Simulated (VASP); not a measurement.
All values below come from revPBE GGA, VASP's PBE PAW potentials (set 64) (plane waves; VASP 6.6.1).

Input for VASP

**POSCAR**
```
GdN
1
    0.0000000000     2.4900000000     2.4900000000
    2.4900000000     0.0000000000     2.4900000000
    2.4900000000     2.4900000000     0.0000000000
Gd N
1 1
Direct
  0.0000000000   0.0000000000   0.0000000000
  0.5000000000   0.5000000000   0.5000000000
```

INCAR:
```
! general
SYSTEM  = GdN
PREC    = Accurate
ENCUT   = 520
LREAL   = .False.
LASPH   = .True.

! electronic loop
EDIFF   = 1E-6
NELM    = 100
ALGO    = Normal
LMAXMIX = 6

! smearing
ISMEAR  = 0
SIGMA   = 0.05

! functional
GGA     = RE

! ions
IBRION  = 2
NSW     = 60
ISIF    = 3
EDIFFG  = -0.01

! output
LWAVE   = .False.
LCHARG  = .False.
```

KPOINTS:
```
Automatic mesh
0
Gamma
  8 8 8
0 0 0
```

POTCAR, in this order: Gd_3 N (PBE.64 set). Program: vasp_std.

The 4f electrons are frozen in the core of the lanthanide potential, so 4f levels, which can set the real gap, and their magnetism are missing.

Q: What does the run give for the energy per atom (σ→0), volume per atom, band gap (on the k-mesh)?

A: 
```json
{
  "energy per atom (σ→0)": "-7.724 eV/atom",
  "band gap (on the k-mesh)": "0.05 eV",
  "volume_per_atom": "15.70 Å^3/atom"
}
```

### OSZICAR
```
...
DAV:   1    -0.154658008117E+02   -0.22452E-01   -0.39389E-01   650   0.573E+00    0.143E+00
DAV:   2    -0.154529975709E+02    0.12803E-01   -0.64189E-02   740   0.171E+00    0.491E-01
DAV:   3    -0.154496536336E+02    0.33439E-02   -0.10167E-02   792   0.731E-01    0.486E-01
DAV:   4    -0.154484021116E+02    0.12515E-02   -0.45760E-03   752   0.621E-01    0.185E-01
DAV:   5    -0.154484101038E+02   -0.79922E-05   -0.25614E-04   839   0.138E-01    0.257E-02
DAV:   6    -0.154484001568E+02    0.99470E-05   -0.30407E-05   775   0.520E-02    0.707E-03
DAV:   7    -0.154484003097E+02   -0.15292E-06   -0.22817E-06   680   0.144E-02
   3 F= -.15448400E+02 E0= -.15448267E+02  d E =-.402489E-02
```

The compound is GdN in the rock salt structure. This run relaxes it. Symmetry was kept, so distortions that lower it aren't found.
